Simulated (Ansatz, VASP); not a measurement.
# CdS (Hawleyite) in two plane-wave programs

Wanted: the spread between two codes on one cell, functional and k mesh. The cell is taken from a series of runs on this material, whose earlier steps may have relaxed, scaled, displaced or heated it; both programs get it as it stands.

Main program and level: Ansatz 0.2.0; plane waves, with VASP 6.6.1 beside it; relaxation of cell and atoms at PBE with D3(BJ).

## (1) The starting structure

It takes space group F-43m (No. 216, cubic). Conventional cell: a = 5.852 Å, b = 5.852 Å, c = 5.852 Å, α = 90.00°, β = 90.00°, γ = 90.00°. Nearest to Cd lie 4 S at 2.53 Å. S has 4 Cd at 2.53 Å nearest. Farther neighbours and most contacts between anions are not listed.

## (2) Ansatz: relaxation of cell and atoms, PBE with D3(BJ)

Ansatz runs on its default PAW (the set named soft_2) files.

The relaxed volume is the usual yardstick between codes: in a stiff, nearly cubic crystal its relative difference is about their pressure difference at one cell divided by the bulk modulus.

The input, input.yaml:

```yaml
crystal:
  lattice:
    - [0.0, 2.9260453199, 2.9260453199]
    - [2.9260453199, 0.0, 2.9260453199]
    - [2.9260453199, 2.9260453199, 0.0]
  atoms:
    - { symbol: Cd, position: [0.0, 0.0, 0.0] }
    - { symbol: S, position: [0.25, 0.25, 0.25] }
kpoints:
  mp_grid: { grid: [8, 8, 8] }
hamiltonian:
  xc: pbe
  dispersion: d3bj
scf:
  occupations: { method: fixed }
output:
  forces: true
  stress: true
  eigenvalues: true
relax:
  adjacent_minimum: "off"
  f_tol: 0.001
  max_steps: 60
  cell: { stress_tol: 0.01 }
```

Run with:

```console
ansatz run input.yaml --threads 4 --pin off --max-ram 8192MiB --backend cpu --events-out ev --progress --plain --runs-dir out
```

Numbers of over 12 decimals in the logs are rounded to 6 here.

Log:

```text
Engine: ansatz 0.2.0, x86_64-unknown-linux-gnu
Pseudopotentials: kind: paw
Pseudopotential: Cd, paw, valence charge 20, recommended cutoff 420 eV (normal), Cd.paw.azcp
Pseudopotential: S, paw, valence charge 6, recommended cutoff 420 eV (normal), S.paw.azcp
Functional definition: PBE
  parameter kappa = 0.804
  parameter beta = 0.066725
  exchange = pbe_x(kappa = kappa, mu = beta*pi^2/3)
  correlation = pbe_c(beta = beta)
Crystal: 2 atoms, lattice volume = 50.104 Å³
Basis set: ecut = 420 eV, 941 PW (Γ), exchange–correlation on 60×60×60 points (8 copies of the dense FFT grid, shifted against one another)
Bands: 17, of which v1, the nominal top of the filled ones, is band 13 counted from 1 (12 counted from 0)
Symmetry: 24 space group operations
Space group: F-43m (ITA 216), of the structure as read, at distance tolerance 3.7e-5 Å
k-points: 29 of 512 (time reversal used)
Non-local potential: Cd, projectors of the file, l = 0: 3, l = 1: 2, l = 2: 2, l = 3: 1
Non-local potential: S, projectors of the file, l = 0: 2, l = 1: 2, l = 2: 2
PAW form: soft (Blöchl's): semilocal exchange-correlation on the pseudo side does not see the compensation charge
PAW one-centre angular grid: Cd, 590 points (default); XC on 64 Gauss nodes
PAW one-centre angular grid: S, 110 points (default); XC on 64 Gauss nodes
Initial density: superposition of atomic densities (neutral atoms: chi_scale 0, normalization atom), corrected by the library's trained network
Initial wavefunctions: pseudopotential atomic-orbital guess
Functional: x = pbe(κ = 0.804, μ = 0.219515), c = pbe(β = 0.066725)
SCF iter   1: F=—  HF=-9158.421516 eV  |F-HF|=—  |Δ(HF+E_count)|=         —  Δρ=5.90e-4  dr2=2.29e-4  ethr=1.77e-3  ⟨swp⟩=4.9  Hψ=2118  notcnv=0  defer=55
preconditioner: auto → none  [insulator: Δε(μ)=1.119 eV  Ē_g=12.333 eV  n_scr=14 (ndim 8)  ℏωp=22.3 eV  f_vac=0.132  ε∞_Penn≈4.3]
SCF iter   2: F=—  HF=-9158.422195 eV  |F-HF|=—  |Δ(HF+E_count)|=   6.79e-4  Δρ=3.27e-4  dr2=3.10e-5  ethr=8.81e-7  ⟨swp⟩=2.6  Hψ=1177  notcnv=0  defer=56
SCF iter   3: F=—  HF=-9158.422218 eV  |F-HF|=—  |Δ(HF+E_count)|=   2.28e-5  Δρ=1.16e-4  dr2=3.04e-6  ethr=1.19e-7  ⟨swp⟩=2.0  Hψ=729  notcnv=0  defer=53
SCF iter   4: F=—  HF=-9158.422237 eV  |F-HF|=—  |Δ(HF+E_count)|=   1.90e-5  Δρ=3.34e-5  dr2=2.53e-7  ethr=1.17e-8  ⟨swp⟩=2.0  Hψ=754  notcnv=0  defer=53
iter 5 did not close the SCF: its close was put off for the readings that it lacked (scf_convergence_deferred on its scf_iter line)
SCF iter   5: F=-9158.422239 eV  HF=-9158.422239 eV  |F-HF|=4.41e-8  |Δ(HF+E_count)|=   2.06e-6  Δρ=6.07e-6  dr2=2.51e-8  ethr=9.74e-10  ⟨swp⟩=2.0  Hψ=754  notcnv=0  defer=55
SCF iter   6: F=-9158.422239 eV  HF=-9158.422239 eV  |F-HF|=2.32e-9  |Δ(HF+E_count)|=   5.47e-8  Δρ=2.68e-6  dr2=2.63e-9  ethr=9.66e-11  ⟨swp⟩=5.0  Hψ=2436  notcnv=0
SCF 1 converged in 6 iterations: F = -9158.422239 eV  dr2 = 2.63e-9
  greatest PAW one-centre occupation: 1.000 electrons in one spin orbital (limit 2), on the Cd atom at site 0 (counted from 0), in its partial waves of l = 0
relax step   1: F+E_penalty+E_count = -9158.42223918 eV  Δ(F+E_penalty+E_count) = +0.000e0 eV  max|allowed force component| = 1.573e-16 eV/Å  Δτ_max = 0.0000 Å  P = +0.021 GPa  Ω = 50.104 Å³  (6 SCF iters, dr2 threshold 1.00e-7 eV, accepted)
[...]
relax step   2: F+E_penalty+E_count = -9158.42223637 eV  Δ(F+E_penalty+E_count) = +2.811e-6 eV  max|allowed force component| = 3.238e-17 eV/Å  Δτ_max = 0.0000 Å  P = +0.001 GPa  Ω = 50.122 Å³  energy of the carried Pulay correction = -4.025e-6 eV  (4 SCF iters, dr2 threshold 1.14e-9 eV, accepted)
[...]
relax step   3: F+E_penalty+E_count = -9158.42223637 eV  Δ(F+E_penalty+E_count) = -4.366e-11 eV  max|allowed force component| = 3.238e-17 eV/Å  Δτ_max = 0.0000 Å  P = +0.001 GPa  Ω = 50.122 Å³  stress off target by 5.57e-4 GPa  SCF on the basis re-selected at this cell (its energy is not comparable with the rows above)  (6 SCF iters)
basis re-selected at this cell: Δ(F+E_penalty+E_count) = -4.366e-11 eV, ΔP = +0.000 GPa vs the last step (what re-selecting the basis moved, of the pressure what is left beyond the Pulay correction that the steps carried, after the strain that the cell walked since its last selection, with what the two solves' SCF thresholds leave and, on support functions, any second-order correction that the steps lacked; it is no  [...]
SCF converged after 6 iterations
Free energy (F): -9158.422236 eV
Harris-Foulkes:  -9158.422236 eV  (|F-HF|=3.64e-12)
Internal energy: -9158.422236 eV  (E = F + TS)
E sigma→0 (E₀):  -9158.422236 eV
Fermi energy:    6.767152 eV
--- Per-component energies (eV) ---
  E_band       = -509.671560
  E_kinetic    = 611.760497
  E_local      = -4027.261073  (includes V_loc(G=0)·N_el)
  E_nonlocal   = 62.154719
  E_hartree    = 1849.019137
  E_xc         = -273.860476
  E_vxc        = -309.065688  (∫ρ·V_xc dr)
  E_paw        = -4683.789370  (= ΣΔE_a)
  E_vpaw       = -545.298292  (= ΣTr[D̂ρ^β])
  E_aug_tail   = 0.000016  (compensation charges beyond the density's cutoff)
  E_ewald      = -2695.839231
  E_disp       = -0.606455  (pairwise vdW)
  E_smearing   = -0.000000  (= −TS)
  E_closure    = -0.000000  (closes the sum)
  Σ components = -9158.422236   (vs F -9158.422236, Δ=0.00e0)
--- Forces (eV/Å), atoms counted from 1 ---
  atom   1  Cd     0.00000000     0.00000000    -0.00000000
  atom   2  S     -0.00000000     0.00000000     0.00000000
  max |Σ_I F_I| component: 5.78e-17 eV/Å
--- Stress (GPa, compression-positive) ---
        0.000557      -0.000000      -0.000000
       -0.000000       0.000557       0.000000
       -0.000000       0.000000       0.000557
  P = ⅓ Tr σ = 0.0006 GPa (0.006 kbar)
--- Band table (eV; the first three rows and the last of 29) ---
  k-point 0: bands = [... 9 lower, -0.4512, 6.7672, 6.7672, 6.7672, 7.8907, 13.2953, 13.2953, 13.2953]
  k-point 1: bands = [... 9 lower, -0.4522, 5.7525, 6.6479, 6.6479, 8.7259, 13.0335, 13.4904, 13.4904]
  k-point 2: bands = [... 9 lower, -0.4470, 4.3026, 6.3789, 6.3789, 9.5253, 13.0288, 13.7923, 13.7923]
  k-point 28: bands = [... 9 lower, 0.1622, 2.9200, 4.5497, 4.6188, 12.1480, 12.1980, 13.9718, 14.8003]
--- Relaxed structure (2 steps of the walk, 2 accepted, 1 SCFs on fresh bases) ---
  F+E_penalty+E_count = -9158.42223637 eV   max|allowed force component| = 3.238e-17 eV/Å   (the final SCF, on the basis selected at the relaxed cell)
  cell:  # Å, volume = 50.1218 Å³
    - [0, 2.926390, 2.926390]
    - [2.926390, 0, 2.926390]
    - [2.926390, 2.926390, 0]
  atoms:
    - { symbol: Cd, position: [0, 0, 0] }
    - { symbol: S, position: [0.25, 0.25, 0.25] }
```

The column dr2 measures how far the density is from self-consistency, as an energy; F and HF (Harris–Foulkes) agree once it is small.

## (3) VASP: relaxation of cell and atoms, PBE with D3(BJ)

The same cell, functional and mesh now go to VASP, with its own data sets.

Lines of VASP's logs that name or quote its potential files are left out, and so is its time.

The input, INCAR:

```
SYSTEM = CdS
PREC = Accurate
ENCUT = 500
EDIFF = 1E-07
NELM = 120
ISMEAR = 0
SIGMA = 0.01
LREAL = .FALSE.
ALGO = Normal
GGA = PE
IVDW = 12
NBANDS = 15
LORBIT = 11
LWAVE = .FALSE.
LCHARG = .FALSE.
ISIF = 3
IBRION = 2
NSW = 80
EDIFFG = -0.005
LASPH = .TRUE.
GGA_COMPAT = .FALSE.
NELMIN = 4
EFERMI = MIDGAP
```

The input, POSCAR:

```
CdS
1.0
    0.0000000000      2.9260450000      2.9260450000
    2.9260450000      0.0000000000      2.9260450000
    2.9260450000      2.9260450000      0.0000000000
Cd S
1 1
Direct
    0.0000000000      0.0000000000      0.0000000000
    0.2500000854      0.2500000854      0.2500000854
```

The input, KPOINTS:

```
Automatic mesh
0
Gamma
8 8 8
0 0 0
```

Potentials, in the order of the species: Cd and S (PBE family, release 64).

Run with:

```console
mpirun -np 1 vasp_std
```

Log:

```text
[banner, memory and clock lines left out]
running    1 mpi-ranks, on    1 nodes
 distrk:  each k-point on    1 cores,    1 groups
 distr:  one band on    1 cores,    1 groups

 POSCAR found type information on POSCAR CdS
 POSCAR found :  2 types and       2 ions
 LDA part: xc-table for (Slater+PW92), standard interpolation
 POSCAR, INCAR and KPOINTS ok, starting setup
 FFT: planning ... GRIDC
 FFT: planning ... GRID_SOFT
 FFT: planning ... GRID
 WAVECAR not read
 entering main loop
       N       E                     dE             d eps       ncg     rms          rms(c)
DAV:   1     0.109148258544E+03    0.10915E+03   -0.89334E+03   886   0.107E+03
DAV:   2    -0.219261405670E+01   -0.11134E+03   -0.10556E+03  1010   0.262E+02
DAV:   3    -0.664689126068E+01   -0.44543E+01   -0.44439E+01  1087   0.550E+01
DAV:   4    -0.667524742447E+01   -0.28356E-01   -0.28354E-01  1080   0.432E+00
DAV:   5    -0.667565344332E+01   -0.40602E-03   -0.40602E-03  1108   0.489E-01    0.795E+00
DAV:   6    -0.614817669445E+01    0.52748E+00   -0.89042E-01  1283   0.122E+01    0.638E+00
DAV:   7    -0.612966772930E+01    0.18509E-01   -0.20568E-01  1052   0.326E+00    0.314E+00
DAV:   8    -0.612997574001E+01   -0.30801E-03   -0.18904E-02   996   0.184E+00    0.305E-01
DAV:   9    -0.612984619962E+01    0.12954E-03   -0.23553E-03  1060   0.748E-01    0.622E-02
DAV:  10    -0.612997851453E+01   -0.13231E-03   -0.27485E-04   996   0.172E-01    0.693E-02
DAV:  11    -0.613005998095E+01   -0.81466E-04   -0.12561E-04  1018   0.100E-01    0.185E-02
DAV:  12    -0.613005048257E+01    0.94984E-05   -0.32284E-05  1181   0.764E-02    0.999E-03
DAV:  13    -0.613005176024E+01   -0.12777E-05   -0.50159E-06   968   0.141E-02    0.129E-02
DAV:  14    -0.613005151364E+01    0.24660E-06   -0.29407E-07  1129   0.321E-03    0.501E-03
DAV:  15    -0.613005149384E+01    0.19802E-07   -0.18316E-08   652   0.101E-03
   1 F= -.67366058E+01 E0= -.67366058E+01  d E =-.673661E+01
 curvature:   0.00 expect dE= 0.000E+00 dE for cont linesearch  0.000E+00
 trial: gam= 0.00000 g(F)=  0.526E-41 g(S)=  0.911E-03 ort = 0.000E+00 (trialstep = 0.100E+01)
 search vector abs. value=  0.911E-03
 bond charge predicted
       N       E                     dE             d eps       ncg     rms          rms(c)
DAV:   1    -0.614687730315E+01   -0.16826E-01   -0.21090E-01   926   0.573E+00    0.814E-01
DAV:   2    -0.613705356998E+01    0.98237E-02   -0.21679E-02   996   0.222E+00    0.293E-01
DAV:   3    -0.613600834846E+01    0.10452E-02   -0.24701E-03  1115   0.563E-01    0.246E-01
DAV:   4    -0.613588958548E+01    0.11876E-03   -0.15771E-04   947   0.119E-01    0.557E-02
DAV:   5    -0.613587614425E+01    0.13441E-04   -0.23861E-05  1122   0.754E-02    0.122E-02
DAV:   6    -0.613587608189E+01    0.62356E-07   -0.44002E-06   912   0.264E-02    0.790E-03
DAV:   7    -0.613587625299E+01   -0.17110E-06   -0.45132E-07   982   0.502E-03    0.297E-03
DAV:   8    -0.613587619713E+01    0.55864E-07   -0.95004E-08   568   0.415E-03
   2 F= -.67368953E+01 E0= -.67368953E+01  d E =-.289499E-03
 trial-energy change:   -0.000289  1 .order   -0.000296   -0.000911    0.000319
 step:   0.7345(harm=  0.7405)  dis= 0.00000  next Energy=    -6.736938 (dE=-0.332E-03)
 bond charge predicted
       N       E                     dE             d eps       ncg     rms          rms(c)
DAV:   1    -0.613523178529E+01    0.64447E-03   -0.14833E-02   919   0.151E+00    0.213E-01
DAV:   2    -0.613452724196E+01    0.70454E-03   -0.15511E-03   961   0.597E-01    0.758E-02
DAV:   3    -0.613445673582E+01    0.70506E-04   -0.17551E-04  1129   0.148E-01    0.632E-02
DAV:   4    -0.613445424151E+01    0.24943E-05   -0.11020E-05   940   0.324E-02    0.146E-02
DAV:   5    -0.613445518415E+01   -0.94264E-06   -0.15809E-06  1115   0.195E-02    0.378E-03
DAV:   6    -0.613445543004E+01   -0.24590E-06   -0.31451E-07   898   0.688E-03    0.200E-03
DAV:   7    -0.613445541546E+01    0.14585E-07   -0.29822E-08   554   0.128E-03
   3 F= -.67369380E+01 E0= -.67369380E+01  d E =-.332246E-03
 curvature:  -0.37 expect dE=-0.156E-06 dE for cont linesearch -0.156E-06
 trial: gam=-0.02104 g(F)=  0.102E-40 g(S)=  0.421E-06 ort = 0.196E-04 (trialstep = 0.947E+00)
 search vector abs. value=  0.295E-09
 reached required accuracy - stopping structural energy minimisation
```

Parts of OUTCAR (step 3):

```text
ion  position               nearest neighbor table
   1  0.000  0.000  0.000-   2 2.53   2 2.53   2 2.53   2 2.53
   2  0.250  0.250  0.250-   1 2.53   1 2.53   1 2.53   1 2.53

  LATTYP: Found a face centered cubic cell.
 ALAT       =     5.8520900000

 Subroutine GETGRP returns: Found 24 space group operations
 (whereof 24 operations were pure point group operations)

The static configuration has the point symmetry T_d .

 Found     29 irreducible k-points:

   k-points           NKPTS =     29   k-points in BZ     NKDIM =     29   number of bands    NBANDS=     15

   dimension x,y,z NGX =    30 NGY =   30 NGZ =   30
   dimension x,y,z NGXF=    60 NGYF=   60 NGZF=   60

   ENCUT  =  500.0 eV  36.75 Ry    6.06 a.u.   7.54  7.54  7.54*2*pi/ulx,y,z

   NELECT =      18.0000    total number of electrons

 k-points in reciprocal lattice and weights: Automatic mesh
   0.00000000  0.00000000  0.00000000       0.002
   0.12500000  0.00000000  0.00000000       0.016
   0.25000000  0.00000000  0.00000000       0.016
   0.37500000  0.00000000  0.00000000       0.016
   0.50000000  0.00000000  0.00000000       0.008
   0.12500000  0.12500000  0.00000000       0.012
   0.25000000  0.12500000  0.00000000       0.047
   0.37500000  0.12500000  0.00000000       0.047
   0.50000000  0.12500000  0.00000000       0.047
[...]
-0.37500000  0.50000000  0.12500000       0.023
  -0.25000000  0.50000000  0.25000000       0.012

 Edisp (eV)   -0.60102

 average (electrostatic) potential at core
       1 -39.3897       2 -89.2692

 E-fermi :   1.7379

 k-point     1 :       0.0000    0.0000    0.0000
  band No.  band energies     occupation
    ...
      5      -6.0332      2.00000
      6      -6.0332      2.00000
      7       1.1805      2.00000
      8       1.1805      2.00000
      9       1.1805      2.00000
     10       2.2954      0.00000
     11       7.7299      0.00000
     12       7.7299      0.00000
     13       7.7299      0.00000
     14      12.5334      0.00000
    ...

 k-point     2 :       0.1250    0.0000    0.0000
  band No.  band energies     occupation
    ...
      5      -6.0341      2.00000
      6      -6.0341      2.00000
      7       0.1656      2.00000
      8       1.0621      2.00000
      9       1.0621      2.00000
     10       3.1328      0.00000
     11       7.4683      0.00000
     12       7.9251      0.00000
     13       7.9251      0.00000
     14      12.0458      0.00000
    ...

 k-point     3 :       0.2500    0.0000    0.0000
  band No.  band energies     occupation
    ...
      5      -6.0290      2.00000
      6      -6.0290      2.00000
      7      -1.2771      2.00000
      8       0.7955      2.00000
      9       0.7955      2.00000
     10       3.9309      0.00000
     11       7.4649      0.00000
     12       8.2258      0.00000
     13       8.2258      0.00000
     14      11.8113      0.00000
    ...

 Edisp (eV)   -0.60248

  Total       0.00241     0.00241     0.00241    -0.00000    -0.00000    -0.00000
  in kB       0.07669     0.07669     0.07669    -0.00000    -0.00000    -0.00000
  external pressure =        0.08 kB  Pullay stress =        0.00 kB

  energy-cutoff  :      500.00
  volume of cell :       50.40
      direct lattice vectors                 reciprocal lattice vectors
     0.000000000  2.931860907  2.931860907    -0.170540150  0.170540150  0.170540150
     2.931860907  0.000000000  2.931860907     0.170540150 -0.170540150  0.170540150
     2.931860907  2.931860907 -0.000000000     0.170540150  0.170540150 -0.170540150

 POSITION                                       TOTAL-FORCE (eV/Angst)
 -----------------------------------------------------------------------------------
      0.00000      0.00000      0.00000         0.000000     -0.000000      0.000000
      1.46593      1.46593      1.46593        -0.000000      0.000000     -0.000000
 -----------------------------------------------------------------------------------
    total drift:                               -0.000255     -0.000255     -0.000255

  FREE ENERGIE OF THE ION-ELECTRON SYSTEM (eV)
  ---------------------------------------------------
  free  energy   TOTEN  =        -6.7369380081 eV

  energy  without entropy=       -6.7369380081  energy(sigma->0) =       -6.73693801

 reached required accuracy - stopping structural energy minimisation

 total charge
# of ion       s       p       d       tot
------------------------------------------
    1        0.424   0.318   9.564  10.306
    2        1.324   2.397   0.000   3.720
--------------------------------------------------
tot          1.747   2.715   9.564  14.026

[... 3 further parts left out ...]
```

## (4) Side by side

Known differences besides the potentials themselves: fixed occupations in Ansatz, narrow Gaussian smearing in VASP; the data sets hold 26 valence electrons in Ansatz (on its default PAW (the set named soft_2) files) and 18 in VASP; the cutoff is 420 eV in Ansatz and 500 eV in VASP; Ansatz adds a Pulay correction to the stress that steers its cell, VASP none. Total energies have different zeros and are not compared.

The two programs side by side:

| quantity | Ansatz | VASP | difference |
| --- | --- | --- | --- |
| volume (Å³) | 50.12 | 50.40 | -0.56 % |
| edge a after relaxation, in the typed setting (Å) | 4.138 | 4.146 | -0.19 % |

## (5) Summary of results

```json
{
  "difference in volume (relaxation of cell and atoms, PBE with D3(BJ))": "-0.56 %"
}
```

The difference in volume is -0.56 % (relaxation of cell and atoms, PBE with D3(BJ)), within the 1.2 % picked in this series as the mark of a large difference, as far as the stopping tolerances let one tell. The data sets hold unlike numbers of valence electrons (26 in Ansatz and 18 in VASP), so part of the differences comes from the potentials. How closely two codes agree says nothing of how well the functional describes the real material.

[Lines on the potential files, build, host, timing and source positions are cut from VASP's logs without a mark.]

[Logs are printed without paths, hosts, clocks, repeated set-up lines and the standing remarks that a program may print on its own settings, such as how far it seeks lower states.]

[Hosts, paths, dates, database ids (printed as entryN), source tags and the programs' standing remarks are cut or masked in the printed files.]
